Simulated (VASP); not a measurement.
Input of a VASP 6.6.1 run:

Contents of INCAR:

```
SYSTEM = BN
PREC = Accurate ; ENCUT = 520
EDIFF = 1E-7 ; ISMEAR = 0
SIGMA = 0.02 ; LREAL = .FALSE.
LASPH = .TRUE. ; NELM = 100
ALGO = Normal ; ISIF = 2
LWAVE = .FALSE. ; LCHARG = .FALSE.
METAGGA = R2SCAN ; LMIXTAU = .TRUE.
```

Contents of KPOINTS:

```
regular mesh
0
G
  14 14 14
  0 0 0
```

The input POSCAR:

```
BN                                      
1.0
    0.0000000000      1.7696716010      1.7696716010
    1.7696716010      0.0000000000      1.7696716010
    1.7696716010      1.7696716010      0.0000000000
  B               N             
     1     1
Direct
     0.0000000000000000    0.0000000000000000    0.0000000000000000
     0.2500000000000000    0.2500000000000000    0.2500000000000000
```

Potentials or basis: VASP PAW PBE potentials, release 64 (B, N).

Command:

```sh
$ cat potpaw_PBE.64/B/POTCAR potpaw_PBE.64/N/POTCAR > POTCAR
$ mpirun -np 1 vasp_std > vasp.out
```

Predict the pressure.

27.1 GPa.

What does it give for the band gap on the k mesh?

5.05 eV, indirect (least direct gap 9.84 eV).

Caveat: so large a pressure means that the cell lies far from this level's equilibrium, or that cutoff or potentials fall short; the potentials were made for another functional, which shifts forces and pressure. A k mesh can miss the band edges.
